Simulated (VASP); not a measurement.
Here is the system:

```xyz
3
Lattice="0.0000 2.4311 2.4311 2.4311 0.0000 2.4311 2.4311 2.4311 0.0000" Properties=species:S:1:pos:R:3 pbc="T T T"
Se     2.4311     2.4311     4.8622
H      1.2155     1.2155     1.2155
H      3.6466     3.6466     3.6466
```

Computed with r2SCAN meta-GGA, VASP's PBE PAW potentials (set 64) (plane waves; VASP 6.6.1). Settings: 400 eV cut-off, 12×12×12 Γ-centred mesh, tetrahedra with Blöchl corrections, potentials Se H.

Give the energies of bands 2 to 6 at the high-symmetry points, in eV from the Fermi level.

| band | Γ | X | U | L | W |
|---|---|---|---|---|---|
| 2 | 0.58 | -8.50 | -7.72 | -8.35 | -6.94 |
| 3 | 0.58 | -2.59 | -5.94 | -0.99 | -6.94 |
| 4 | 0.58 | -2.16 | -1.65 | -0.39 | -2.88 |
| 5 | 0.63 | -2.16 | 1.02 | -0.39 | 4.46 |
| 6 | 1.99 | 4.34 | 6.91 | 5.81 | 4.46 |

It has no gap at this level: it comes out as a metal or semimetal.

The structure comes from a measured H2Se entry (Fm-3m) of the Crystallography Open Database, whose conditions weren't checked. It was relaxed first, which changed the volume by -47 %.
